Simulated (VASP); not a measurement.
```
PtSe2
1.0
    1.84147    -3.18952     0.00000
    1.84147     3.18952     0.00000
    0.00000     0.00000     4.76174
Pt Se
1 2
Direct
  0.00000   0.00000   0.00000
  0.33333   0.66667   0.26127
  0.66667   0.33333   0.73873
```

Level of theory: PBEsol GGA, VASP's PBE PAW potentials (set 64) (plane waves; VASP). Settings: 520 eV cut-off, 9×9×6 Γ-centred mesh, first-order Methfessel-Paxton smearing of 0.10 eV, potentials Pt Se.

Without a dispersion term in the relaxation, distances and binding between the weakly bound layers, chains or molecules are unreliable, and so is what depends on them.

Task: The ions and cell shape at fixed volume are relaxed. Which structure does the run end with?

Result: 
```
PtSe2
1.0
    1.86750    -3.23460     0.00000
    1.86750     3.23460     0.00000
    0.00000     0.00000     4.62996
Pt Se
1 2
Direct
  0.00000   0.00000   0.00000
  0.33333   0.66667   0.27246
  0.66667   0.33333   0.72754
```
Space group P-3m1 (164), at a tolerance of 0.03 Å.

Task: How much energy does the relaxation gain?

Result: The energy (σ→0) changes by -18.8 meV/atom, in 6 ionic steps.

The compound is PtSe2 in the 1T layered structure. This cell is one point of a volume scan, at 0.94 of the reference volume. Symmetry was kept, so distortions that lower it aren't found.
